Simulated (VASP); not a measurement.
Calculation: revPBE GGA, VASP's PBE PAW potentials (set 64) (plane waves; VASP 6.6.1).

The input files of a VASP run:

File KPOINTS:
```
Regular mesh
0
G
 10 10 8
0 0 0
```

### POSCAR
```
HfB2
1
    1.5695010000    -2.7858320000     0.0000000000
    1.5695010000     2.7858320000     0.0000000000
    0.0000000000     0.0000000000     3.4233860000
Hf B
1 2
Direct
  0.0000000000   0.0000000000   0.0000000000
  0.3333330000   0.6666670000   0.5000000000
  0.6731810000   0.3398470000   0.5000000000
```

**INCAR**
```
SYSTEM = HfB2
PREC = Accurate
ENCUT = 520
EDIFF = 1E-6
NELM = 100
ALGO = Normal
LREAL = .FALSE.
LASPH = .TRUE.
ISMEAR = 1
SIGMA = 0.1
GGA = RE
LMAXMIX = 6
LWAVE = .FALSE.
LCHARG = .FALSE.
ISIF = 2
```

POTCAR, in this order: Hf_pv B (PBE.64 set). Program: vasp_std.

Unless said otherwise, spin-orbit coupling is left out, though it shifts the bands of the heavy elements here.

### Question
Estimate the energy per atom (σ→0), pressure, largest force, band gap (on the k-mesh).

### Answer

```json
{
  "energy per atom (σ→0)": "-8.496 eV/atom",
  "band gap (on the k-mesh)": "none (metal, semimetal or under 0.01 eV)",
  "pressure": "1.88 GPa",
  "largest_force": "0.318 eV/Å"
}
```

File OSZICAR:
```
...
DAV:   7    -0.255615190470E+02    0.41901E-01   -0.16869E+00  7876   0.899E+00    0.108E+01
DAV:   8    -0.254917023874E+02    0.69817E-01   -0.50136E-01  7360   0.492E+00    0.172E+00
DAV:   9    -0.254874628614E+02    0.42395E-02   -0.31179E-02  7388   0.139E+00    0.217E-01
DAV:  10    -0.254874543301E+02    0.85313E-05   -0.79156E-04  7672   0.242E-01    0.364E-01
DAV:  11    -0.254874562261E+02   -0.18961E-05   -0.86778E-05  7644   0.759E-02    0.161E-01
DAV:  12    -0.254874526803E+02    0.35459E-05   -0.75995E-06  7660   0.255E-02    0.217E-02
DAV:  13    -0.254874529356E+02   -0.25535E-06   -0.32844E-07  4532   0.594E-03
   1 F= -.25487453E+02 E0= -.25487444E+02  d E =-.273559E-04
```

The compound is HfB2 in the AlB2 type structure. The cell was not relaxed at this level, atoms are displaced from their ideal sites. The run is one of a series of settings (GGA = RE against the base run), some of them coarse on purpose.
